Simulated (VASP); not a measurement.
Method: RPBE GGA, VASP's PBE PAW potentials (set 64) (plane waves; VASP 6.6.1).

Input for VASP

File KPOINTS:
```
kpoints
0
G
 8 8 4
0 0 0
```

POSCAR:
```
GaN
1
    1.6217872381    -2.8090178554     0.0000000000
    1.6217872381     2.8090178554     0.0000000000
    0.0000000000     0.0000000000     5.2789260980
Ga N
2 2
Direct
  0.6666670000   0.3333330000   0.5000311170
  0.3333330000   0.6666670000   0.0000311170
  0.6666670000   0.3333330000   0.8769688830
  0.3333330000   0.6666670000   0.3769688830
```

### INCAR
```
SYSTEM = GaN
PREC = Accurate
ENCUT = 520
EDIFF = 1E-7
NELM = 100
ALGO = Normal
LREAL = .FALSE.
LASPH = .TRUE.
ISMEAR = 0
SIGMA = 0.05
GGA = RP
LMAXMIX = 4
LWAVE = .FALSE.
LCHARG = .FALSE.
ISIF = 4
IBRION = 2
NSW = 30
EDIFFG = -0.01
```

POTCAR, in this order: Ga_d N (PBE.64 set). Program: vasp_std.

Output

### OUTCAR
```
 ion  position               nearest neighbor table
   1  0.667  0.333  0.500-   4 1.98   4 1.98   4 1.98   3 1.99
   2  0.333  0.667  0.000-   3 1.98   3 1.98   3 1.98   4 1.99
   3  0.667  0.333  0.877-   2 1.98   2 1.98   2 1.98   1 1.99
   4  0.333  0.667  0.377-   1 1.98   1 1.98   1 1.98   2 1.99
  LATTYP: Found a hexagonal cell.
 ALAT       =     3.2435744415
 C/A-ratio  =     1.6275026805
 Subroutine PRICEL returns:
 Original cell was already a primitive cell.
 Subroutine GETGRP returns: Found 12 space group operations
The static configuration has the point symmetry C_3v.
 The point group associated with its full space group is C_6v.
The dynamic configuration has the point symmetry C_3v.
 Subroutine INISYM returns: Found 12 space group operations
 Subroutine IBZKPT returns following result:
 Found     30 irreducible k-points:

 Following reciprocal coordinates:
            Coordinates               Weight
  0.000000  0.000000  0.000000      1.000000
  0.125000  0.000000  0.000000      6.000000
  0.250000  0.000000  0.000000      6.000000
  0.375000  0.000000  0.000000      6.000000
  0.500000  0.000000  0.000000      3.000000
  0.125000  0.125000  0.000000      6.000000
  0.250000  0.125000  0.000000     12.000000
  0.375000  0.125000  0.000000     12.000000
  0.250000  0.250000  0.000000      6.000000
  0.375000  0.250000  0.000000      6.000000
  0.000000  0.000000  0.250000      2.000000
  0.125000  0.000000  0.250000     12.000000
  0.250000  0.000000  0.250000     12.000000
  0.375000  0.000000  0.250000     12.000000
  0.500000  0.000000  0.250000      6.000000
  0.125000  0.125000  0.250000     12.000000
  0.250000  0.125000  0.250000     24.000000
  0.375000  0.125000  0.250000     24.000000
  0.250000  0.250000  0.250000     12.000000
  0.375000  0.250000  0.250000     12.000000
...
```

File OSZICAR:
```
       N       E                     dE             d eps       ncg     rms          rms(c)
DAV:   1     0.282567398429E+03    0.28257E+03   -0.18476E+04  1356   0.300E+03
DAV:   2     0.891363247008E+01   -0.27365E+03   -0.26476E+03  1518   0.533E+02
DAV:   3    -0.249649783578E+02   -0.33879E+02   -0.33475E+02  1458   0.154E+02
DAV:   4    -0.264734324706E+02   -0.15085E+01   -0.15044E+01  1934   0.331E+01
DAV:   5    -0.264919524723E+02   -0.18520E-01   -0.18515E-01  1480   0.345E+00    0.107E+01
DAV:   6    -0.225715741985E+02    0.39204E+01   -0.15126E+01  2350   0.546E+01    0.319E+00
DAV:   7    -0.226982235002E+02   -0.12665E+00   -0.16045E+00  1422   0.108E+01    0.271E+00
DAV:   8    -0.227130377317E+02   -0.14814E-01   -0.27236E-01  2068   0.791E+00    0.876E-01
DAV:   9    -0.226911352151E+02    0.21903E-01   -0.11043E-01  2394   0.555E+00    0.374E-01
DAV:  10    -0.226923136026E+02   -0.11784E-02   -0.62807E-03  1498   0.825E-01    0.164E-01
DAV:  11    -0.226924831671E+02   -0.16956E-03   -0.22003E-03  1908   0.773E-01    0.433E-02
DAV:  12    -0.226925032410E+02   -0.20074E-04   -0.23431E-04  1510   0.116E-01    0.230E-02
DAV:  13    -0.226925087727E+02   -0.55317E-05   -0.68576E-05  1588   0.150E-01    0.156E-02
DAV:  14    -0.226925102319E+02   -0.14592E-05   -0.94920E-06  1656   0.312E-02    0.519E-03
DAV:  15    -0.226925102097E+02    0.22254E-07   -0.17355E-06  1870   0.127E-02    0.905E-04
DAV:  16    -0.226925103746E+02   -0.16495E-06   -0.32450E-07  1508   0.476E-03    0.239E-03
DAV:  17    -0.226925102594E+02    0.11523E-06   -0.63563E-08   852   0.327E-03    0.220E-04
DAV:  18    -0.226925102489E+02    0.10537E-07   -0.23478E-08   708   0.125E-03
   1 F= -.22692510E+02 E0= -.22692510E+02  d E =-.226925E+02
       N       E                     dE             d eps       ncg     rms          rms(c)
DAV:   1    -0.226926190362E+02   -0.10878E-03   -0.33937E-03  1414   0.494E-01    0.615E-02
DAV:   2    -0.226925607960E+02    0.58240E-04   -0.22097E-04  1584   0.219E-01    0.374E-02
DAV:   3    -0.226925202274E+02    0.40569E-04   -0.67848E-05  1896   0.134E-01    0.347E-03
DAV:   4    -0.226925217435E+02   -0.15161E-05   -0.18468E-05  1338   0.437E-02    0.241E-03
DAV:   5    -0.226925216012E+02    0.14225E-06   -0.88990E-07  1672   0.947E-03    0.627E-04
DAV:   6    -0.226925216193E+02   -0.18043E-07   -0.21931E-07  1216   0.406E-03
   2 F= -.22692522E+02 E0= -.22692522E+02  d E =-.113704E-04
```

OUTCAR:
```
------------------------ aborting loop because EDIFF is reached ----------------------------------------
  FORCE on cell =-STRESS in cart. coord.  units (eV):
  Direction    XX          YY          ZZ          XY          YZ          ZX
  --------------------------------------------------------------------------------------
  Total        0.0264886      0.0264886      0.0095735      0.0000000     -0.0000000      0.0000000
  in kB        0.8823607      0.8823607      0.3189012      0.0000000     -0.0000000      0.0000000
  external PRESSURE =       0.6945409 kB  Pullay stress =       0.0000000 kB
  volume of cell :       48.10
      direct lattice vectors                 reciprocal lattice vectors
     1.621370395 -2.808295862  0.000000000     0.308381109 -0.178043919  0.000000000
     1.621370395  2.808295862  0.000000000     0.308381109  0.178043919  0.000000000
     0.000000000  0.000000000  5.281640796     0.000000000  0.000000000  0.189335102
  FREE ENERGIE OF THE ION-ELECTRON SYSTEM (eV)
  ---------------------------------------------------
  free  energy   TOTEN  =       -22.6925216193 eV

  energy  without entropy=      -22.6925216193  energy(sigma->0) =      -22.69252162

 reached required accuracy - stopping structural energy minimisation
```
(Selected blocks of OUTCAR.)

CONTCAR:
```
GaN
   1.00000000000000
     1.6213703952271825   -2.8082958623757497    0.0000000000000000
     1.6213703952271825    2.8082958623757497    0.0000000000000000
     0.0000000000000000    0.0000000000000000    5.2816407961231686
  Ga              N
     2     2
Direct
     0.6666669999999968    0.3333330000000032    0.5000084393507348
     0.3333330000000032    0.6666669999999968    0.0000084393507348
     0.6666669999999968    0.3333330000000032    0.8769915606492676
     0.3333330000000032    0.6666669999999968    0.3769915606492677
```

The compound is GaN in the wurtzite structure. This run relaxes it. Symmetry was kept, so distortions that lower it aren't found.
